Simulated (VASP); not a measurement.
A VASP calculation is set up with these files.

File POSCAR:
```
ZnF2
1
    4.7641465603    -0.0000000000     0.0000000000
    0.0000000000     4.7641465603     0.0000000000
    0.0000000000     0.0000000000     3.1799658308
Zn F
2 4
Direct
  0.0000000000   0.0000000000   0.0000000000
  0.5000000000   0.5000000000   0.5000000000
  0.3034521530   0.3034521530   0.0000000000
  0.8034521530   0.1965478470   0.5000000000
  0.1965478470   0.8034521530   0.5000000000
  0.6965478470   0.6965478470   0.0000000000
```

**INCAR**
```
ALGO  =  Normal
EDIFF  =  1E-7
ENCUT  =  520
GGA  =  PE
ISIF  =  2
ISMEAR  =  -5
IVDW  =  13
LASPH  =  .TRUE.
LCHARG  =  .TRUE.
LEFG  =  .TRUE.
LMAXMIX  =  4
LORBIT  =  11
LREAL  =  .FALSE.
LWAVE  =  .FALSE.
NEDOS  =  601
NELM  =  100
PREC  =  Accurate
SYSTEM  =  ZnF2
```

File KPOINTS:
```
Automatic mesh
0
Gamma
5 5 8
0 0 0
```

POTCAR, in this order: Zn F (PBE.64 set). Program: vasp_std.

Problem. Translate this PBE-D4 calculation to Ansatz.

Solution. One equivalent input (not run):
Ansatz 0.2 input:
```yaml
crystal:
  lattice:
    - [4.7641466, 0.0000000, 0.0000000]
    - [0.0000000, 4.7641466, 0.0000000]
    - [0.0000000, 0.0000000, 3.1799658]
  atoms:
    - { symbol: Zn, position: [0.0000000, 0.0000000, 0.0000000] }
    - { symbol: Zn, position: [0.5000000, 0.5000000, 0.5000000] }
    - { symbol: F, position: [0.3034522, 0.3034522, 0.0000000] }
    - { symbol: F, position: [0.8034522, 0.1965478, 0.5000000] }
    - { symbol: F, position: [0.1965478, 0.8034522, 0.5000000] }
    - { symbol: F, position: [0.6965478, 0.6965478, 0.0000000] }
kpoints:
  mp_grid: { grid: [5, 5, 8] }
hamiltonian:
  xc: pbe
  dispersion: d4
  pseudopotentials: { kind: paw }
scf:
  occupations: { method: tetrahedron }
  max_iter: 100
output: { forces: true, stress: true, eigenvalues: true }
```
Limits of the translation: each code has its own PAW files, so the cut-off isn't converted (ENCUT is set for VASP's; basis.ecutwfc is left out, and Ansatz then takes the one that its files recommend); Ansatz stops its SCF on the density residual and VASP on the energy change (EDIFF); the field gradients of LEFG aren't asked of the other code.

The compound is ZnF2 in the rutile structure. It was relaxed first.
